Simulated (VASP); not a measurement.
All values below come from PBE GGA with spin-orbit coupling, VASP's PBE PAW potentials (set 64) (plane waves; VASP).

VASP input:

### INCAR
```
# general
SYSTEM     = TiO2
PREC       = Accurate
ENCUT      = 520
LREAL      = .FALSE.
LASPH      = .TRUE.

# electronic loop
EDIFF      = 1E-6
NELM       = 100
ALGO       = Normal
LMAXMIX    = 4

# smearing
ISMEAR     = 0
SIGMA      = 0.05

# functional
GGA        = PE
GGA_COMPAT = .FALSE.

# spin
MAGMOM     = 18*0
LSORBIT    = .TRUE.

# output
LWAVE      = .FALSE.
LCHARG     = .FALSE.
```

### POSCAR
```
TiO2
1.0
 -1.9014710168   1.9014710168   4.8524665875
  1.9014710168  -1.9014710168   4.8524665875
  1.9014710168   1.9014710168  -4.8524665875
Ti O
2 4
Direct
  0.7500000000   0.2500000000   0.5000000000
  0.0000000000   0.0000000000   0.0000000000
  0.5434730834   0.0434730834   0.5000000000
  0.7934730834   0.7934730834   0.0000000000
  0.2065269166   0.2065269166   0.0000000000
  0.9565269166   0.4565269166   0.5000000000
```

### KPOINTS_OPT
```
k-points along high-symmetry lines
5
Line-mode
Reciprocal
  0.000000   0.000000   0.000000 ! GAMMA
  0.000000   0.000000   0.500000 ! X

  0.000000   0.000000   0.500000 ! X
  0.250000   0.250000   0.250000 ! P

  0.250000   0.250000   0.250000 ! P
  0.000000   0.500000   0.000000 ! N

  0.000000   0.500000   0.000000 ! N
  0.000000   0.000000   0.000000 ! GAMMA

  0.000000   0.000000   0.000000 ! GAMMA
  0.500000   0.500000  -0.500000 ! M

  0.500000   0.500000  -0.500000 ! M
  0.289601   0.710399  -0.289601 ! S

 -0.289601   0.289601   0.289601 ! S_0
  0.000000   0.000000   0.000000 ! GAMMA

  0.000000   0.000000   0.500000 ! X
 -0.079203   0.079203   0.500000 ! R

  0.500000   0.500000  -0.079203 ! G
  0.500000   0.500000  -0.500000 ! M
```

KPOINTS:
```
Automatic mesh
0
Gamma
7 7 7
0 0 0
```

POTCAR, in this order: Ti_sv O (PBE.64 set). Program: vasp_ncl.

What VASP printed:

### OSZICAR
```
       N       E                     dE             d eps       ncg     rms          rms(c)
DAV:   1     0.764297281094E+03    0.76430E+03   -0.24187E+04  4480   0.200E+03
DAV:   2     0.949137156356E+02   -0.66938E+03   -0.64503E+03  4552   0.618E+02
DAV:   3    -0.602279136513E+02   -0.15514E+03   -0.15025E+03  5928   0.252E+02
DAV:   4    -0.707296539684E+02   -0.10502E+02   -0.10482E+02  6392   0.737E+01
DAV:   5    -0.713504448347E+02   -0.62079E+00   -0.62056E+00  6912   0.140E+01    0.321E+01
DAV:   6    -0.544125468134E+02    0.16938E+02   -0.12302E+02  6464   0.104E+02    0.126E+01
DAV:   7    -0.539548861994E+02    0.45766E+00   -0.17908E+01  6288   0.325E+01    0.745E+00
DAV:   8    -0.539957289871E+02   -0.40843E-01   -0.35712E+00  6104   0.177E+01    0.352E+00
DAV:   9    -0.538667307567E+02    0.12900E+00   -0.13709E+00  6296   0.102E+01    0.104E+00
DAV:  10    -0.538769117902E+02   -0.10181E-01   -0.10609E-01  5568   0.248E+00    0.302E-01
DAV:  11    -0.538758997556E+02    0.10120E-02   -0.77713E-03  6160   0.627E-01    0.104E-01
DAV:  12    -0.538759246981E+02   -0.24943E-04   -0.83193E-04  6296   0.172E-01    0.532E-02
DAV:  13    -0.538759592561E+02   -0.34558E-04   -0.24333E-04  5776   0.134E-01    0.476E-02
DAV:  14    -0.538759388959E+02    0.20360E-04   -0.14287E-04  6368   0.108E-01    0.516E-03
DAV:  15    -0.538759434702E+02   -0.45744E-05   -0.24886E-05  6560   0.379E-02    0.158E-02
DAV:  16    -0.538759414018E+02    0.20684E-05   -0.15874E-05  6048   0.388E-02    0.201E-03
DAV:  17    -0.538759414755E+02   -0.73642E-07   -0.37879E-07  3112   0.541E-03
   1 F= -.53875941E+02 E0= -.53875941E+02  d E =-.431314E-24  mag=    -0.0000    -0.0000    -0.0000
       N       E                     dE             ncg
       N       E                     dE             ncg
```

### OUTCAR
```
------------------------ aborting loop because EDIFF is reached ----------------------------------------
  FORCE on cell =-STRESS in cart. coord.  units (eV):
  Direction    XX          YY          ZZ          XY          YZ          ZX
  --------------------------------------------------------------------------------------
  Total        0.0416284      0.0416284      0.0682446      0.0000000      0.0000000      0.0000000
  in kB        0.9503824      0.9503824      1.5580344      0.0000000      0.0000000      0.0000000
  external PRESSURE =       1.1529331 kB  Pullay stress =       0.0000000 kB
  volume of cell :       70.18
      direct lattice vectors                 reciprocal lattice vectors
    -1.901471017  1.901471017  4.852466588     0.000000000  0.262954310  0.103040380
     1.901471017 -1.901471017  4.852466588     0.262954310  0.000000000  0.103040380
     1.901471017  1.901471017 -4.852466588     0.262954310  0.262954310  0.000000000
 POSITION                                       TOTAL-FORCE (eV/Angst)
 -----------------------------------------------------------------------------------
      0.00000      1.90147      2.42623         0.000000      0.000000     -0.000000
      0.00000      0.00000      0.00000         0.000000      0.000000     -0.000000
      0.00000      1.90147      0.42190         0.000000     -0.000000     -0.001717
      0.00000      0.00000      7.70060        -0.000000      0.000000     -0.001717
      0.00000      0.00000      2.00433        -0.000000      0.000000      0.001717
      0.00000      1.90147      4.43056         0.000000     -0.000000      0.001717
 -----------------------------------------------------------------------------------
    total drift:                               -0.000000      0.000000     -0.000000
  FREE ENERGIE OF THE ION-ELECTRON SYSTEM (eV)
  ---------------------------------------------------
  free  energy   TOTEN  =       -53.8759414755 eV

  energy  without entropy=      -53.8759414755  energy(sigma->0) =      -53.87594148

 Ion:    1  E_soc:     -0.0099459

 Ion:    2  E_soc:     -0.0099459

 Ion:    3  E_soc:     -0.0002236

 Ion:    4  E_soc:     -0.0002236

 Ion:    5  E_soc:     -0.0002236

 Ion:    6  E_soc:     -0.0002236
```
(Selected blocks of OUTCAR.)

**OUTCAR**
```
 val. band max:        3.1297312276   @ k =  -0.4286   0.4286   0.0000

 cond. band min:       5.2226270194   @ k =   0.0000   0.0000   0.0000


 Fermi energy:         3.4764422999

 k-point     1 :       0.0000    0.0000    0.0000
  band No.  band energies     occupation
      1     -53.3497      1.00000
      2     -53.3497      1.00000
      3     -53.2992      1.00000
      4     -53.2992      1.00000
      5     -30.0771      1.00000
      6     -30.0771      1.00000
      7     -29.9127      1.00000
      8     -29.9127      1.00000
      9     -29.4741      1.00000
     10     -29.4741      1.00000
     11     -29.3434      1.00000
     12     -29.3434      1.00000
     13     -29.2811      1.00000
     14     -29.2811      1.00000
     15     -29.2308      1.00000
     16     -29.2308      1.00000
     17     -14.4195      1.00000
     18     -14.4195      1.00000
     19     -13.4040      1.00000
     20     -13.4040      1.00000
     21     -13.3391      1.00000
     22     -13.3391      1.00000
     23     -12.9537      1.00000
     24     -12.9537      1.00000
     25      -0.7450      1.00000
     26      -0.7450      1.00000
     27      -0.6635      1.00000
     28      -0.6635      1.00000
     29      -0.6413      1.00000
     30      -0.6413      1.00000
     31      -0.2431      1.00000
     32      -0.2431      1.00000
     33       1.1375      1.00000
     34       1.1375      1.00000
     35       1.1378      1.00000
     36       1.1378      1.00000
     37       1.1686      1.00000
     38       1.1686      1.00000
     39       2.3054      1.00000
     40       2.3054      1.00000
     41       2.3398      1.00000
     42       2.3398      1.00000
     43       2.3497      1.00000
     44       2.3497      1.00000
     45       2.7032      1.00000
     46       2.7032      1.00000
     47       2.7131      1.00000
     48       2.7131      1.00000
     49       5.2226      0.00000
     50       5.2226      0.00000
     51       5.8867      0.00000
...
```

The compound is TiO2 in the anatase structure, one of several forms; rutile is the usual stable one. It was relaxed first.
